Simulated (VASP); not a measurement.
# From one sheet to two: 1T-PtS2 monolayer, part 8 of 9

Aim: relax 1T-PtS2 monolayer, place its levels against the vacuum, then find how two sheets stack and bind.

VASP 6.6.1, plane waves and PAW; the level of theory is named at each step.

So far. Step 12 (A rigid stacking): Energy at zero smearing: -136.56040 eV.

## 13. Relaxing the bilayer

Level of this step: r2SCAN with rVV10; plane waves and PAW (Pt, S) (VASP).

The lowest stacking relaxes at the monolayer's lattice.

Input file INCAR:

```
SYSTEM = PtS2
PREC = Normal
ENCUT = 350
EDIFF = 1E-07
NELM = 120
ISMEAR = 0
SIGMA = 0.03
LREAL = .FALSE.
ALGO = Normal
METAGGA = R2SCAN
LUSE_VDW = .TRUE.
IVDW_NL = 2
BPARAM = 11.95
CPARAM = 0.0093
LASPH = .TRUE.
NBANDS = 28
LORBIT = 11
LWAVE = .FALSE.
LCHARG = .FALSE.
KPAR = 4
IBRION = 2
NSW = 70
ISIF = 2
EDIFFG = -0.004
POTIM = 0.8
MAXMIX = 40
IDIPOL = 3
LDIPOL = .TRUE.
DIPOL = 0.5 0.5 0.5
```

Input file POSCAR:

```
PtS2
1.0
    3.5237097156      0.0000000000      0.0000000000
   -1.7618548578      3.0516221292      0.0000000000
    0.0000000000      0.0000000000     25.0876673352
Pt S
2 4
Direct
    0.0000000000      0.0000000000      0.3885142700
    0.3333333300      0.6666666700      0.6114857300
    0.3333333300      0.6666666700      0.3388118900
    0.6666666700      0.3333333300      0.4382166600
    0.0000000000      1.0000000000      0.5617833400
    0.6666666700      0.3333333300      0.6611881100
```

Input file KPOINTS:

```
Automatic mesh
0
Gamma
12 12 1
0 0 0
```

The projector-augmented-wave data sets are Pt and S (PBE family, release 64).

Started as:

```sh
mpirun -np 4 vasp_std
```

The program printed:

```text
[... set-up lines as in an earlier step ...]
 entering main loop
       N       E                     dE             d eps       ncg     rms          rms(c)
Total rVV10 correction in eV:      1.1085288    50.5216128
Total rVV10 correction in eV:      1.1085288    50.5216128
Total rVV10 correction in eV:      1.1085288    50.5216128
Total rVV10 correction in eV:      1.1085288    50.5216128
[... 5 cycles as in an earlier step ...]
Total rVV10 correction in eV:      1.1070388    50.5308708
Total rVV10 correction in eV:      1.1070388    50.5308708
Total rVV10 correction in eV:      1.1070388    50.5308708
Total rVV10 correction in eV:      1.1070388    50.5308708
[... 1 cycle as in an earlier step ...]
Total rVV10 correction in eV:      1.1143002    50.5249069
Total rVV10 correction in eV:      1.1143002    50.5249069
Total rVV10 correction in eV:      1.1143002    50.5249069
Total rVV10 correction in eV:      1.1143002    50.5249069
[... 1 cycle as in an earlier step ...]
Total rVV10 correction in eV:      1.1217275    50.5232053
Total rVV10 correction in eV:      1.1217275    50.5232053
Total rVV10 correction in eV:      1.1217275    50.5232053
Total rVV10 correction in eV:      1.1217275    50.5232053
[... 1 cycle as in an earlier step ...]
Total rVV10 correction in eV:      1.1259352    50.5223492
Total rVV10 correction in eV:      1.1259352    50.5223492
Total rVV10 correction in eV:      1.1259352    50.5223492
Total rVV10 correction in eV:      1.1259352    50.5223492
[... 1 cycle as in an earlier step ...]
Total rVV10 correction in eV:      1.1267234    50.5220116
Total rVV10 correction in eV:      1.1267234    50.5220116
Total rVV10 correction in eV:      1.1267234    50.5220116
Total rVV10 correction in eV:      1.1267234    50.5220116
[... 1 cycle as in an earlier step ...]
Total rVV10 correction in eV:      1.1267007    50.5219630
Total rVV10 correction in eV:      1.1267007    50.5219630
Total rVV10 correction in eV:      1.1267007    50.5219630
Total rVV10 correction in eV:      1.1267007    50.5219630
[... 1 cycle as in an earlier step ...]
Total rVV10 correction in eV:      1.1264608    50.5219158
Total rVV10 correction in eV:      1.1264608    50.5219158
Total rVV10 correction in eV:      1.1264608    50.5219158
Total rVV10 correction in eV:      1.1264608    50.5219158
[... 1 cycle as in an earlier step ...]
Total rVV10 correction in eV:      1.1279517    50.5217655
Total rVV10 correction in eV:      1.1279517    50.5217655
Total rVV10 correction in eV:      1.1279517    50.5217655
Total rVV10 correction in eV:      1.1279517    50.5217655
[... 1 cycle as in an earlier step ...]
Total rVV10 correction in eV:      1.1283624    50.5217170
Total rVV10 correction in eV:      1.1283624    50.5217170
Total rVV10 correction in eV:      1.1283624    50.5217170
Total rVV10 correction in eV:      1.1283624    50.5217170
[... 1 cycle as in an earlier step ...]
Total rVV10 correction in eV:      1.1285042    50.5216915
Total rVV10 correction in eV:      1.1285042    50.5216915
Total rVV10 correction in eV:      1.1285042    50.5216915
Total rVV10 correction in eV:      1.1285042    50.5216915
DAV:  15    -0.136560397230E+03    0.31618E-05   -0.86959E-05  1372   0.460E-02    0.823E-02
Total rVV10 correction in eV:      1.1285539    50.5216769
Total rVV10 correction in eV:      1.1285539    50.5216769
Total rVV10 correction in eV:      1.1285539    50.5216769
Total rVV10 correction in eV:      1.1285539    50.5216769
DAV:  16    -0.136560401870E+03   -0.46405E-05   -0.11457E-05  1204   0.240E-02    0.557E-02
Total rVV10 correction in eV:      1.1286461    50.5216525
Total rVV10 correction in eV:      1.1286461    50.5216525
Total rVV10 correction in eV:      1.1286461    50.5216525
Total rVV10 correction in eV:      1.1286461    50.5216525
DAV:  17    -0.136560411470E+03   -0.95994E-05   -0.10750E-05  1268   0.172E-02    0.184E-02
Total rVV10 correction in eV:      1.1286888    50.5216415
Total rVV10 correction in eV:      1.1286888    50.5216415
Total rVV10 correction in eV:      1.1286888    50.5216415
Total rVV10 correction in eV:      1.1286888    50.5216415
DAV:  18    -0.136560416587E+03   -0.51171E-05   -0.16882E-06  1284   0.791E-03    0.784E-03
Total rVV10 correction in eV:      1.1286973    50.5216378
Total rVV10 correction in eV:      1.1286973    50.5216378
Total rVV10 correction in eV:      1.1286973    50.5216378
Total rVV10 correction in eV:      1.1286973    50.5216378
DAV:  19    -0.136560417588E+03   -0.10018E-05   -0.21351E-07   868   0.355E-03    0.278E-03
Total rVV10 correction in eV:      1.1287028    50.5216342
Total rVV10 correction in eV:      1.1287028    50.5216342
Total rVV10 correction in eV:      1.1287028    50.5216342
Total rVV10 correction in eV:      1.1287028    50.5216342
DAV:  20    -0.136560418473E+03   -0.88428E-06   -0.19623E-07   812   0.359E-03    0.546E-04
Total rVV10 correction in eV:      1.1287069    50.5216313
Total rVV10 correction in eV:      1.1287069    50.5216313
Total rVV10 correction in eV:      1.1287069    50.5216313
Total rVV10 correction in eV:      1.1287069    50.5216313
DAV:  21    -0.136560419195E+03   -0.72229E-06   -0.15446E-07   800   0.330E-03    0.156E-03
Total rVV10 correction in eV:      1.1287065    50.5216303
Total rVV10 correction in eV:      1.1287065    50.5216303
Total rVV10 correction in eV:      1.1287065    50.5216303
Total rVV10 correction in eV:      1.1287065    50.5216303
DAV:  22    -0.136560420030E+03   -0.83492E-06   -0.53574E-08   768   0.209E-03    0.907E-04
Total rVV10 correction in eV:      1.1287046    50.5216292
Total rVV10 correction in eV:      1.1287046    50.5216292
Total rVV10 correction in eV:      1.1287046    50.5216292
Total rVV10 correction in eV:      1.1287046    50.5216292
DAV:  23    -0.136560419848E+03    0.18178E-06   -0.94263E-08   776   0.267E-03    0.648E-04
Total rVV10 correction in eV:      1.1287050    50.5216293
Total rVV10 correction in eV:      1.1287050    50.5216293
Total rVV10 correction in eV:      1.1287050    50.5216293
Total rVV10 correction in eV:      1.1287050    50.5216293
DAV:  24    -0.136560419452E+03    0.39590E-06   -0.11211E-07   792   0.296E-03    0.400E-04
Total rVV10 correction in eV:      1.1287056    50.5216296
Total rVV10 correction in eV:      1.1287056    50.5216296
Total rVV10 correction in eV:      1.1287056    50.5216296
Total rVV10 correction in eV:      1.1287056    50.5216296
DAV:  25    -0.136560419630E+03   -0.17818E-06   -0.12311E-08   732   0.983E-04    0.247E-04
Total rVV10 correction in eV:      1.1287045    50.5216303
Total rVV10 correction in eV:      1.1287045    50.5216303
Total rVV10 correction in eV:      1.1287045    50.5216303
[...]
Total rVV10 correction in eV:      1.1283603    50.5216355
Total rVV10 correction in eV:      1.1283603    50.5216355
Total rVV10 correction in eV:      1.1283603    50.5216355
Total rVV10 correction in eV:      1.1283603    50.5216355
DAV:  13    -0.136560557948E+03    0.96618E-07   -0.38880E-08   748   0.174E-03
Total rVV10 correction in eV:      1.1283624    50.5216338
Total rVV10 correction in eV:      1.1283624    50.5216338
Total rVV10 correction in eV:      1.1283624    50.5216338
Total rVV10 correction in eV:      1.1283624    50.5216338
Total rVV10 correction in eV:      1.1283611    50.5216345
Total rVV10 correction in eV:      1.1283611    50.5216345
Total rVV10 correction in eV:      1.1283611    50.5216345
Total rVV10 correction in eV:      1.1283611    50.5216345
   2 F= -.13656056E+03 E0= -.13656056E+03  d E =-.138080E-03
[... from here on, the cycles between the ionic steps are left out ...]
   3 F= -.13656061E+03 E0= -.13656061E+03  d E =-.193637E-03
   4 F= -.13656078E+03 E0= -.13656078E+03  d E =-.167664E-03
   5 F= -.13656091E+03 E0= -.13656091E+03  d E =-.300417E-03
   6 F= -.13656081E+03 E0= -.13656081E+03  d E =-.191996E-03
   7 F= -.13656093E+03 E0= -.13656093E+03  d E =-.317478E-03
   8 F= -.13656101E+03 E0= -.13656101E+03  d E =-.797491E-04
   9 F= -.13656116E+03 E0= -.13656116E+03  d E =-.224865E-03
  10 F= -.13656142E+03 E0= -.13656142E+03  d E =-.486710E-03
  11 F= -.13656193E+03 E0= -.13656193E+03  d E =-.100155E-02
  12 F= -.13656282E+03 E0= -.13656282E+03  d E =-.188812E-02
  13 F= -.13656442E+03 E0= -.13656442E+03  d E =-.349232E-02
  14 F= -.13656514E+03 E0= -.13656514E+03  d E =-.420576E-02
  15 F= -.13656532E+03 E0= -.13656532E+03  d E =-.438729E-02
  16 F= -.13656370E+03 E0= -.13656370E+03  d E =0.162072E-02
  17 F= -.13656560E+03 E0= -.13656560E+03  d E =-.278395E-03
  18 F= -.13656548E+03 E0= -.13656548E+03  d E =0.117896E-03
 trial-energy change:    0.000118  1 .order    0.000128   -0.000203    0.000459
 step:   0.6705(harm=  0.6301)  dis= 0.00144  next Energy=  -136.565630 (dE=-0.336E-04)
 bond charge predicted
       N       E                     dE             d eps       ncg     rms          rms(c)
Total rVV10 correction in eV:      1.1144314    50.5216922
Total rVV10 correction in eV:      1.1144314    50.5216922
Total rVV10 correction in eV:      1.1144314    50.5216922
Total rVV10 correction in eV:      1.1144314    50.5216922
DAV:   1    -0.136565307467E+03    0.17139E-03   -0.68975E-02  1064   0.122E+00    0.113E-01
Total rVV10 correction in eV:      1.1144070    50.5217171
Total rVV10 correction in eV:      1.1144070    50.5217171
Total rVV10 correction in eV:      1.1144070    50.5217171
Total rVV10 correction in eV:      1.1144070    50.5217171
DAV:   2    -0.136565663650E+03   -0.35618E-03   -0.16857E-03  1212   0.242E-01    0.132E-02
Total rVV10 correction in eV:      1.1144100    50.5216941
Total rVV10 correction in eV:      1.1144100    50.5216941
Total rVV10 correction in eV:      1.1144100    50.5216941
Total rVV10 correction in eV:      1.1144100    50.5216941
DAV:   3    -0.136565632866E+03    0.30784E-04   -0.49095E-05  1208   0.510E-02    0.920E-03
Total rVV10 correction in eV:      1.1144088    50.5216912
Total rVV10 correction in eV:      1.1144088    50.5216912
Total rVV10 correction in eV:      1.1144088    50.5216912
Total rVV10 correction in eV:      1.1144088    50.5216912
DAV:   4    -0.136565630456E+03    0.24096E-05   -0.18804E-06  1208   0.102E-02    0.316E-03
Total rVV10 correction in eV:      1.1144083    50.5216950
Total rVV10 correction in eV:      1.1144083    50.5216950
Total rVV10 correction in eV:      1.1144083    50.5216950
Total rVV10 correction in eV:      1.1144083    50.5216950
DAV:   5    -0.136565631650E+03   -0.11934E-05   -0.27850E-07   856   0.460E-03    0.313E-03
Total rVV10 correction in eV:      1.1144076    50.5216965
Total rVV10 correction in eV:      1.1144076    50.5216965
Total rVV10 correction in eV:      1.1144076    50.5216965
Total rVV10 correction in eV:      1.1144076    50.5216965
DAV:   6    -0.136565630512E+03    0.11373E-05   -0.99240E-08   832   0.275E-03    0.282E-03
Total rVV10 correction in eV:      1.1144076    50.5216937
Total rVV10 correction in eV:      1.1144076    50.5216937
Total rVV10 correction in eV:      1.1144076    50.5216937
Total rVV10 correction in eV:      1.1144076    50.5216937
DAV:   7    -0.136565627767E+03    0.27452E-05   -0.10078E-07   768   0.289E-03    0.171E-03
Total rVV10 correction in eV:      1.1144073    50.5216947
Total rVV10 correction in eV:      1.1144073    50.5216947
Total rVV10 correction in eV:      1.1144073    50.5216947
Total rVV10 correction in eV:      1.1144073    50.5216947
DAV:   8    -0.136565627250E+03    0.51749E-06   -0.31011E-08   640   0.159E-03    0.122E-03
Total rVV10 correction in eV:      1.1144074    50.5216942
Total rVV10 correction in eV:      1.1144074    50.5216942
Total rVV10 correction in eV:      1.1144074    50.5216942
Total rVV10 correction in eV:      1.1144074    50.5216942
DAV:   9    -0.136565627123E+03    0.12635E-06   -0.19107E-08   640   0.118E-03    0.862E-04
Total rVV10 correction in eV:      1.1144072    50.5216940
Total rVV10 correction in eV:      1.1144072    50.5216940
Total rVV10 correction in eV:      1.1144072    50.5216940
Total rVV10 correction in eV:      1.1144072    50.5216940
DAV:  10    -0.136565627503E+03   -0.37997E-06   -0.22787E-08   676   0.137E-03    0.255E-04
Total rVV10 correction in eV:      1.1144077    50.5216932
Total rVV10 correction in eV:      1.1144077    50.5216932
Total rVV10 correction in eV:      1.1144077    50.5216932
Total rVV10 correction in eV:      1.1144077    50.5216932
DAV:  11    -0.136565628124E+03   -0.62082E-06   -0.30921E-08   696   0.156E-03    0.154E-04
Total rVV10 correction in eV:      1.1144080    50.5216927
Total rVV10 correction in eV:      1.1144080    50.5216927
Total rVV10 correction in eV:      1.1144080    50.5216927
Total rVV10 correction in eV:      1.1144080    50.5216927
DAV:  12    -0.136565628356E+03   -0.23182E-06   -0.10357E-08   616   0.863E-04    0.157E-04
Total rVV10 correction in eV:      1.1144080    50.5216926
Total rVV10 correction in eV:      1.1144080    50.5216926
Total rVV10 correction in eV:      1.1144080    50.5216926
Total rVV10 correction in eV:      1.1144080    50.5216926
DAV:  13    -0.136565628565E+03   -0.20931E-06   -0.19528E-09   676   0.385E-04    0.157E-04
Total rVV10 correction in eV:      1.1144082    50.5216924
Total rVV10 correction in eV:      1.1144082    50.5216924
Total rVV10 correction in eV:      1.1144082    50.5216924
Total rVV10 correction in eV:      1.1144082    50.5216924
DAV:  14    -0.136565628881E+03   -0.31607E-06   -0.18074E-09   600   0.371E-04    0.151E-04
Total rVV10 correction in eV:      1.1144082    50.5216923
Total rVV10 correction in eV:      1.1144082    50.5216923
Total rVV10 correction in eV:      1.1144082    50.5216923
Total rVV10 correction in eV:      1.1144082    50.5216923
DAV:  15    -0.136565629013E+03   -0.13139E-06   -0.16066E-09   608   0.308E-04    0.149E-04
Total rVV10 correction in eV:      1.1144083    50.5216922
Total rVV10 correction in eV:      1.1144083    50.5216922
Total rVV10 correction in eV:      1.1144083    50.5216922
Total rVV10 correction in eV:      1.1144083    50.5216922
DAV:  16    -0.136565629089E+03   -0.75825E-07   -0.12411E-09   580   0.303E-04
Total rVV10 correction in eV:      1.1144083    50.5216922
Total rVV10 correction in eV:      1.1144083    50.5216922
Total rVV10 correction in eV:      1.1144083    50.5216922
Total rVV10 correction in eV:      1.1144083    50.5216922
Total rVV10 correction in eV:      1.1144083    50.5216922
Total rVV10 correction in eV:      1.1144083    50.5216922
Total rVV10 correction in eV:      1.1144083    50.5216922
Total rVV10 correction in eV:      1.1144083    50.5216922
  19 F= -.13656563E+03 E0= -.13656563E+03  d E =-.324237E-04
 curvature:  -0.52 expect dE=-0.198E-06 dE for cont linesearch -0.118E-06
 trial: gam= 0.00000 g(F)=  0.378E-06 g(S)=  0.000E+00 ort =-0.611E-05 (trialstep = 0.178E+01)
 search vector abs. value=  0.378E-06
 reached required accuracy - stopping structural energy minimisation
```

The job ended after 33 min (4 MPI ranks of Intel Xeon Platinum 8259CL at 2.50GHz (Skylake/Cascade Lake), shared host; peak memory 1.4 GiB).

From OUTCAR (step 13):

```text
   NELECT =      44.0000    total number of electrons

 dipolmoment           0.000000      0.000000      0.005685 electrons x Angstroem

 E-fermi :  -0.9842

 k-point     1 :       0.0000    0.0000    0.0000
  band No.  band energies     occupation
    ...
     18      -1.9544      2.00000
     19      -1.9544      2.00000
     20      -1.8338      2.00000
     21      -1.8338      2.00000
     22      -1.5862      2.00000
     23       1.7361      0.00000
     24       1.7361      0.00000
     25       1.8942      0.00000
     26       1.8942      0.00000
     27       4.5229      0.00000
    ...

  Total        0.2542146      0.2542146     -0.1776400      0.0000000      0.0000000      0.0000000
  in kB        1.5098019      1.5098019     -1.0550188      0.0000000      0.0000000      0.0000000
  external PRESSURE =       0.6548616 kB  Pullay stress =       0.0000000 kB

 POSITION                                       TOTAL-FORCE (eV/Angst)
 -----------------------------------------------------------------------------------
      0.00000      0.00000      9.83610         0.000000      0.000000     -0.000072
     -0.00000      2.03441     15.25003        -0.000000      0.000000      0.000008
     -0.00000      2.03441      8.58699         0.000000      0.000000     -0.001530
      1.76185      1.01721     11.08099         0.000000     -0.000000      0.000691
      0.00000      0.00000     14.00834        -0.000000     -0.000000     -0.000460
      1.76185      1.01721     16.50056         0.000000      0.000000      0.001363
 -----------------------------------------------------------------------------------
    total drift:                               -0.000007      0.000007     -0.000502

  FREE ENERGIE OF THE ION-ELECTRON SYSTEM (eV)
  ---------------------------------------------------
  free  energy   TOTEN  =      -136.5656290887 eV

  energy  without entropy=     -136.5656290887  energy(sigma->0) =     -136.56562909

 vacuum level on the upper side and lower side of the slab         5.067         4.970

[... 7 parts as in an earlier step ...]

[... 11 further parts left out ...]
```

CONTCAR:

```
PtS2
   1.00000000000000
     3.5237097155999999    0.0000000000000000    0.0000000000000000
    -1.7618548578000000    3.0516221292000001    0.0000000000000000
     0.0000000000000000    0.0000000000000000   25.0876673351999990
  Pt              S
     2     4
Direct
     0.0000000000000000    0.0000000000000000    0.3920692908587566
     0.3333333300000021    0.6666666699999979    0.6078694368470492
     0.3333333300000021    0.6666666699999979    0.3422791615166869
     0.6666666699999979    0.3333333300000021    0.4416906647440807
     0.0000000000000000    0.0000000000000000    0.5583754533242911
     0.6666666699999979    0.3333333300000021    0.6577159927091357
```

The run keeps the 6 symmetry operations of its start, so it cannot find a distortion of lower symmetry.

Relaxation path:

| step | energy less that of the first step (eV) | largest force (eV/Å) |
| --- | --- | --- |
| 1 | 0.0000 | 0.0688 |
| 2 | -0.0001 | 0.0486 |
| 3 | -0.0002 | 0.0325 |
| 4 | -0.0004 | 0.0263 |
| 5 | -0.0005 | 0.0428 |
| 6 | -0.0004 | 0.0771 |
| 7 | -0.0005 | 0.0531 |
| 8 | -0.0006 | 0.0532 |
| 9 | -0.0007 | 0.0530 |
| 10 | -0.0010 | 0.0531 |
| 11 | -0.0015 | 0.0533 |
| 12 | -0.0024 | 0.0555 |
| 13 | -0.0040 | 0.0584 |
| 14 | -0.0047 | 0.0695 |
| 15 | -0.0049 | 0.0572 |
| 16 | -0.0033 | 0.2104 |
| 17 | -0.0052 | 0.0211 |
| 18 | -0.0051 | 0.0436 |
| 19 | -0.0052 | 0.0015 |

The atoms that moved most (Å):

```
atom     dx     dy      dz  length
 Pt2  0.000  0.000  -0.091   0.091
 Pt1  0.000  0.000   0.089   0.089
  S4  0.000  0.000   0.087   0.087
  S6  0.000  0.000  -0.087   0.087
  S3  0.000  0.000   0.087   0.087
  S5  0.000  0.000  -0.085   0.085
```

The relaxed structure:

```
Pt S
1.0
     3.52371    0.00000    0.00000
    -1.76185    3.05162    0.00000
     0.00000    0.00000   25.08767
Pt S
2 4
Direct
  0.00000 0.00000 0.39207
  0.33333 0.66667 0.60787
  0.33333 0.66667 0.34228
  0.66667 0.33333 0.44169
  0.00000 0.00000 0.55838
  0.66667 0.33333 0.65772
```

Numbers from this step:

```yaml
electronic_cycles: 335
free_energy_toten: -136.5656 eV
fermi_energy: -0.9842 eV
dipole_moment: 0, 0, 0.005685 e·Å
gap_on_the_k_mesh: 1.374 eV
least_direct_gap_on_the_k_mesh: 1.751 eV
```

The run ended after 19 ionic steps, 0.005 eV below its first step, once the forces on the free atoms met EDIFFG = -0.004.

(Continued in part 9 of 9.)

[Lines on the potential files, build, host, timing and source positions are cut from VASP's logs without a mark.]

[Logs are printed without paths, hosts, clocks, repeated set-up lines and the standing remarks that a program may print on its own settings, such as how far it seeks lower states.]

[Hosts, paths, dates, database ids (printed as entryN), source tags and the programs' standing remarks are cut or masked in the printed files.]

[Runs that stopped without an error message from VASP are left out.]
